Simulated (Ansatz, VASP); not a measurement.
# C (C, zinc blende or diamond type, a = 3.411 A): VASP beside Ansatz

Aim: how closely do two programs agree when they are given the same cell, functional and k mesh? The cell is taken from a series of runs on this material, whose earlier steps may have relaxed, scaled, displaced or heated it; both programs get it as it stands.

Method: plane waves, with VASP 6.6.1 beside it; single point at LDA, in Ansatz 0.2.0.

## Step 1: Starting point

It takes space group Fd-3m (No. 227, cubic). The conventional cell has a = 3.411 Å, b = 3.411 Å, c = 3.411 Å, α = 90.00°, β = 90.00°, γ = 90.00°. Nearest to C lie 4 C at 1.48 Å.

## Step 2: Ansatz: single point, LDA

Ansatz runs on its default PAW (the set named soft_2) files.

With cell and atoms fixed, the geometry can't cause a difference; cores, projectors, grids and the points listed under the comparison can.

Input file input.yaml:

```yaml
crystal:
  lattice:
    - [2.4119412306, 0.0, 0.0]
    - [0.0, 2.4119412306, 0.0]
    - [0.0, 0.0, 3.411]
  atoms:
    - { symbol: C, position: [0.0, 0.0, 0.0] }
    - { symbol: C, position: [0.5, 0.0, 0.25] }
    - { symbol: C, position: [0.5, 0.5, 0.5] }
    - { symbol: C, position: [0.0, 0.5, 0.75] }
kpoints:
  mp_grid: { grid: [10, 10, 8] }
hamiltonian:
  xc: lda
scf:
  occupations: { method: fixed }
  convergence: { dr2_threshold: 1.0e-09 }
output:
  transmission:
    leads: [[0, 0]]
    kpoints: [[0, 0], [0.5, 0], [0.5, 0.5], [0.25, 0]]
    e_range: [-1.92, 7.44]
    de: 0.24
```

On the command line:

```sh
$ ansatz run input.yaml --threads 2 --pin off --max-ram 4096MiB --backend cpu --events-out ev --progress --plain --runs-dir out
```

Numbers of over 12 decimals in the logs are rounded to 6 here.

Output:

```text
Engine: ansatz 0.2.0, x86_64-unknown-linux-gnu
Pseudopotentials: kind: paw
Pseudopotential: C, paw, valence charge 4, recommended cutoff 420 eV (normal), C.paw.azcp
Functional definition: SPW92
  exchange = slater_x
  correlation = pw_c
Crystal: 4 atoms, lattice volume = 19.843 Å³
Basis set: ecut = 420 eV, 371 PW (Γ)
Bands: 12, of which v1, the nominal top of the filled ones, is band 8 counted from 1 (7 counted from 0)
Symmetry: 32 space group operations
Space group: Fd-3m (ITA 227), of the structure as read, at distance tolerance 2.7e-5 Å
k-points: 105 of 800
Non-local potential: C, projectors of the file, l = 0: 2, l = 1: 2, l = 2: 1
PAW form: soft (Blöchl's): semilocal exchange-correlation on the pseudo side does not see the compensation charge
PAW frozen core: C, regenerated for the run's functional, and the local potential with it (the file was generated under x = pbe(κ = 0.804, μ = 0.219515), c = pbe(β = 0.066725))
PAW one-centre angular grid: C, 110 points (default); XC on 64 Gauss nodes
Initial density: superposition of atomic densities (neutral atoms: chi_scale 0, normalization atom), corrected by the library's trained network
Initial wavefunctions: pseudopotential atomic-orbital guess
Functional: x = slater, c = lda
SCF iter   1: F=—  HF=-971.604000 eV  |F-HF|=—  |Δ(HF+E_count)|=         —  Δρ=9.81e-3  dr2=1.01e-2  ethr=1.77e-3  ⟨swp⟩=4.5  Hψ=6666  notcnv=0  defer=174
preconditioner: auto → none  [insulator: Δε(μ)=4.400 eV  Ē_g=18.553 eV  n_scr=6 (ndim 8)  ℏωp=33.3 eV  f_vac=0.000  ε∞_Penn≈4.2]
SCF iter   2: F=—  HF=-971.600785 eV  |F-HF|=—  |Δ(HF+E_count)|=   3.21e-3  Δρ=4.23e-3  dr2=1.55e-3  ethr=6.31e-5  ⟨swp⟩=2.0  Hψ=2318  notcnv=0  defer=192
SCF iter   3: F=—  HF=-971.600287 eV  |F-HF|=—  |Δ(HF+E_count)|=   4.98e-4  Δρ=4.27e-4  dr2=1.06e-5  ethr=9.67e-6  ⟨swp⟩=3.0  Hψ=2182  notcnv=0  defer=195
SCF iter   4: F=—  HF=-971.600285 eV  |F-HF|=—  |Δ(HF+E_count)|=   1.65e-6  Δρ=2.71e-5  dr2=6.20e-8  ethr=6.63e-8  ⟨swp⟩=1.6  Hψ=1391  notcnv=0  defer=16
SCF iter   5: F=—  HF=-971.600287 eV  |F-HF|=—  |Δ(HF+E_count)|=   1.85e-6  Δρ=3.57e-6  dr2=5.90e-10  ethr=3.88e-10  ⟨swp⟩=2.1  Hψ=2054  notcnv=0  defer=2
SCF iter   6: F=-971.600287 eV  HF=-971.600287 eV  |F-HF|=9.78e-12  |Δ(HF+E_count)|=  2.33e-11  Δρ=7.92e-7  dr2=2.98e-11  ethr=3.68e-12  ⟨swp⟩=2.0  Hψ=5160  notcnv=0
SCF 1 converged in 6 iterations: F = -971.600287 eV  dr2 = 2.98e-11
  greatest PAW one-centre occupation: 0.661 electrons in one spin orbital (limit 2), on the C atom at site 3 (counted from 0), in its partial waves of l = 0
transmission: 5 of 20 steps passed
transmission: 10 of 20 steps passed
transmission: 15 of 20 steps passed
transmission: 20 of 20 steps passed
SCF converged after 6 iterations
Free energy (F): -971.600287 eV
Harris-Foulkes:  -971.600287 eV  (|F-HF|=9.78e-12)
Internal energy: -971.600287 eV  (E = F + TS)
E sigma→0 (E₀):  -971.600287 eV
Fermi energy:    15.596417 eV
--- Per-component energies (eV) ---
  E_band       = 93.225291
  E_kinetic    = 388.430603
  E_local      = -229.638094  (includes V_loc(G=0)·N_el)
  E_nonlocal   = 114.812345
  E_hartree    = 49.607247
  E_xc         = -198.385268
  E_vxc        = -247.205981  (∫ρ·V_xc dr)
  E_paw        = -368.981214  (= ΣΔE_a)
  E_vpaw       = -32.388099  (= ΣTr[D̂ρ^β])
  E_aug_tail   = 0.000045  (compensation charges beyond the density's cutoff)
  E_ewald      = -727.697282
  E_core_change = 0.251330  (= ΣΔE_core)
  E_smearing   = -0.000000  (= −TS)
  E_closure    = -0.000000  (closes the sum)
  Σ components = -971.600287   (vs F -971.600287, Δ=0.00e0)
--- Band table (eV; the first three rows and the last of 105) ---
  k-point 0: bands = [... 4 lower, 8.4448, 15.5964, 15.5964, 15.5964, 20.6163, 20.6163, 21.5170, 21.5170]
  k-point 1: bands = [... 4 lower, 8.6023, 14.9472, 14.9472, 15.2598, 20.1817, 21.4033, 21.4094, 22.3067]
  k-point 2: bands = [... 4 lower, 9.0712, 13.6002, 13.6002, 14.3067, 20.0370, 21.1197, 22.6178, 24.0655]
  k-point 104: bands = [... 4 lower, 6.0143, 6.0143, 6.0143, 6.0143, 26.6567, 26.6567, 26.6567, 26.6567]
--- Transmission ---
  basis      : 49 plane waves across, 5 finite elements along
  points     : 4, as listed
  energies   : 40 from -1.920000 to 7.440000 eV about the Fermi level, 0.240000 eV apart; the leads are filled to 2.220316 eV, and channels, transmission and decay are at 2.160000 eV
  crystal 0  : C4, at the sites [0, 0], period 3.4110 Å: whole cells are its period
    offset         : up to 0.0000 Å between an atom of the period and one for which it stands
    channels       : 0.000000e0 a spin
    conductance    : none, the energies end too early or step too widely for 300 K: set another output.transmission.e_range or a lower de, or, where they end at an eighth of basis.ecutwfc, a higher one
    slowest decay  : 0.3002 /Å at (0.0000, 0.0000)
```

## Step 3: VASP: single point, LDA

The same cell, functional (in two slightly different forms) and mesh now go to VASP, with its own data sets.

Lines of VASP's logs that name or quote its potential files are left out, and so is its time.

Input file INCAR:

```
SYSTEM = C
PREC = Accurate
ENCUT = 520
EDIFF = 1E-06
NELM = 120
ISMEAR = 0
SIGMA = 0.01
LREAL = .FALSE.
ALGO = Normal
GGA = PW92
NBANDS = 14
LORBIT = 11
LWAVE = .FALSE.
LCHARG = .FALSE.
ISIF = 2
LASPH = .TRUE.
GGA_COMPAT = .FALSE.
EFERMI = MIDGAP
```

Input file POSCAR:

```
C
1.0
    2.4119412306      0.0000000000      0.0000000000
    0.0000000000      2.4119412306      0.0000000000
    0.0000000000      0.0000000000      3.4110000000
C
4
Direct
    0.0000000000      1.0000000000      1.0000000000
    0.5000000000      1.0000000000      0.2500000000
    0.5000000000      0.5000000000      0.5000000000
    0.0000000000      0.5000000000      0.7500000000
```

Input file KPOINTS:

```
Automatic mesh
0
Gamma
10 10 8
0 0 0
```

PAW data sets: C (LDA family, release 64).

On the command line:

```sh
$ mpirun -np 1 vasp_std
```

Output:

```text
[banner, memory and clock lines left out]
running    1 mpi-ranks, on    1 nodes
 distrk:  each k-point on    1 cores,    1 groups
 distr:  one band on    1 cores,    1 groups

 POSCAR found type information on POSCAR C
 POSCAR found :  1 types and       4 ions
|                                                                             |
|               ----> ADVICE to this user running VASP <----                  |
|                                                                             |
|     You enforced a specific xc type in the INCAR file but a different       |
|     [... a line on the potential file left out ...]
|     I HOPE YOU KNOW WHAT YOU ARE DOING!                                     |
|                                                                             |

 LDA part: xc-table for (Slater(with rela. corr.)+PW92), standard interpolation
 POSCAR, INCAR and KPOINTS ok, starting setup
 FFT: planning ... GRIDC
 FFT: planning ... GRID_SOFT
 FFT: planning ... GRID
 WAVECAR not read
 entering main loop
       N       E                     dE             d eps       ncg     rms          rms(c)
DAV:   1     0.177227622196E+02    0.17723E+02   -0.88418E+03  2940   0.114E+03
DAV:   2    -0.405248598188E+02   -0.58248E+02   -0.54244E+02  4118   0.198E+02
DAV:   3    -0.424074424954E+02   -0.18826E+01   -0.18759E+01  3858   0.316E+01
DAV:   4    -0.424176519070E+02   -0.10209E-01   -0.10206E-01  3534   0.280E+00
DAV:   5    -0.424177572071E+02   -0.10530E-03   -0.10530E-03  3816   0.240E-01    0.956E+00
DAV:   6    -0.407327663716E+02    0.16850E+01   -0.10819E+00  3252   0.757E+00    0.558E+00
DAV:   7    -0.401544713102E+02    0.57830E+00   -0.11944E+00  3570   0.813E+00    0.132E+00
DAV:   8    -0.401543514779E+02    0.11983E-03   -0.22459E-02  3672   0.118E+00    0.560E-02
DAV:   9    -0.401543109675E+02    0.40510E-04   -0.15785E-04  3738   0.107E-01    0.263E-02
DAV:  10    -0.401543144706E+02   -0.35031E-05   -0.50539E-06  3696   0.189E-02    0.103E-03
DAV:  11    -0.401543144618E+02    0.88030E-08   -0.73276E-08  2550   0.225E-03
   1 F= -.40154314E+02 E0= -.40154314E+02  d E =0.000000E+00
```

Parts of OUTCAR (step 3):

```text
ion  position               nearest neighbor table
   1  0.000  0.000  0.000-   2 1.48   4 1.48   4 1.48   2 1.48
   2  0.500  0.000  0.250-   1 1.48   3 1.48   3 1.48   1 1.48
   3  0.500  0.500  0.500-   2 1.48   4 1.48   2 1.48   4 1.48
   4  0.000  0.500  0.750-   1 1.48   3 1.48   1 1.48   3 1.48

  LATTYP: Found a simple tetragonal cell.
 ALAT       =     2.4119412306
 C/A-ratio  =     1.4142135624

 Subroutine GETGRP returns: Found 16 space group operations
 (whereof  8 operations were pure point group operations)

The static configuration has the point symmetry D_2d.
 The point group associated with its full space group is D_4h.

 Found    105 irreducible k-points:

   k-points           NKPTS =    105   k-points in BZ     NKDIM =    105   number of bands    NBANDS=     14

   dimension x,y,z NGX =    18 NGY =   18 NGZ =   28
   dimension x,y,z NGXF=    36 NGYF=   36 NGZF=   56

   ENCUT  =  520.0 eV  38.22 Ry    6.18 a.u.   4.48  4.48  6.34*2*pi/ulx,y,z

   NELECT =      16.0000    total number of electrons

 k-points in reciprocal lattice and weights: Automatic mesh
   0.00000000  0.00000000  0.00000000       0.001
   0.10000000  0.00000000  0.00000000       0.005
   0.20000000  0.00000000  0.00000000       0.005
   0.30000000  0.00000000  0.00000000       0.005
   0.40000000  0.00000000  0.00000000       0.005
   0.50000000  0.00000000  0.00000000       0.003
   0.10000000  0.10000000  0.00000000       0.005
   0.20000000  0.10000000  0.00000000       0.010
   0.30000000  0.10000000  0.00000000       0.010
[...]
0.50000000  0.40000000  0.50000000       0.005
   0.50000000  0.50000000  0.50000000       0.001

 average (electrostatic) potential at core
       1 -47.5046       2 -47.5046       3 -47.5046       4 -47.5046

 E-fermi :  13.9929

 k-point     1 :       0.0000    0.0000    0.0000
  band No.  band energies     occupation
    ...
      4       4.6373      2.00000
      5       4.6373      2.00000
      6      11.7741      2.00000
      7      11.7742      2.00000
      8      11.7742      2.00000
      9      16.7866      0.00000
     10      16.7866      0.00000
     11      17.6992      0.00000
     12      17.6993      0.00000
     13      17.6993      0.00000
    ...

 k-point     2 :       0.1000    0.0000    0.0000
  band No.  band energies     occupation
    ...
      4       3.6404      2.00000
      5       4.8110      2.00000
      6      10.7103      2.00000
      7      10.9330      2.00000
      8      11.6488      2.00000
      9      16.9420      0.00000
     10      17.9091      0.00000
     11      18.1893      0.00000
     12      18.3758      0.00000
     13      18.6203      0.00000
    ...

 k-point     3 :       0.2000    0.0000    0.0000
  band No.  band energies     occupation
    ...
      4       1.7230      2.00000
      5       5.3217      2.00000
      6       8.6077      2.00000
      7       9.1062      2.00000
      8      11.2488      2.00000
      9      17.4056      0.00000
     10      18.5329      0.00000
     11      19.8104      0.00000
     12      20.1883      0.00000
     13      21.4654      0.00000
    ...

  Total        7.4493750      7.4493750      7.4487745      0.0000000      0.0000000      0.0000000
  in kB      601.4717831    601.4717831    601.4232964      0.0000000      0.0000000      0.0000000
  external PRESSURE =     601.4556208 kB  Pullay stress =       0.0000000 kB

  energy-cutoff  :      520.00
  volume of cell :       19.84
      direct lattice vectors                 reciprocal lattice vectors
     2.411941231  0.000000000  0.000000000     0.414603800  0.000000000  0.000000000
     0.000000000  2.411941231  0.000000000     0.000000000  0.414603800  0.000000000
     0.000000000  0.000000000  3.411000000     0.000000000  0.000000000  0.293169159

 POSITION                                       TOTAL-FORCE (eV/Angst)
 -----------------------------------------------------------------------------------
      0.00000      0.00000      0.00000        -0.000000     -0.000000     -0.000000
      1.20597      0.00000      0.85275         0.000000      0.000000     -0.000000
      1.20597      1.20597      1.70550        -0.000000     -0.000000     -0.000000
      0.00000      1.20597      2.55825        -0.000000      0.000000      0.000000
 -----------------------------------------------------------------------------------
    total drift:                                0.000000     -0.000000      0.000000

  FREE ENERGIE OF THE ION-ELECTRON SYSTEM (eV)
  ---------------------------------------------------
  free  energy   TOTEN  =       -40.1543144618 eV

  energy  without entropy=      -40.1543144618  energy(sigma->0) =      -40.15431446

 total charge
# of ion       s       p       d       tot
------------------------------------------
    1        0.846   1.902   0.000   2.748
    2        0.846   1.902   0.000   2.748
    3        0.846   1.902   0.000   2.748
    4        0.846   1.902   0.000   2.748
--------------------------------------------------
tot          3.383   7.607   0.000  10.990

[... 3 further parts left out ...]
```

The run ends at a pressure of 60.15 GPa.

## Step 4: Side by side

Known differences besides the potentials themselves: fixed occupations in Ansatz, narrow Gaussian smearing in VASP; the cutoff is 420 eV in Ansatz and 520 eV in VASP; VASP's log shows a relativistic correction to its local exchange, Ansatz's none. Total energies have different zeros and are not compared.

The two programs side by side:

| quantity | Ansatz | VASP | difference |
| --- | --- | --- | --- |
| gap on the k mesh (eV) | 4.441 | 4.438 | +0.003 |

A gap on the mesh is an upper bound, since the band edges may lie between its points.

## Step 5: Outcome

```json
{
  "difference in gap on the k mesh (single point, LDA)": "0.0031 eV"
}
```

**Reading.** The difference in gap on the k mesh is 0.0031 eV (single point, LDA), within the 0.08 eV picked in this series as the mark of a large difference. How closely two codes agree says nothing of how well the functional describes the real material.

[Lines on the potential files, build, host, timing and source positions are cut from VASP's logs without a mark.]

[Logs are printed without paths, hosts, clocks, repeated set-up lines and the standing remarks that a program may print on its own settings, such as how far it seeks lower states.]

[Hosts, paths, dates, database ids (printed as entryN), source tags and the programs' standing remarks are cut or masked in the printed files.]
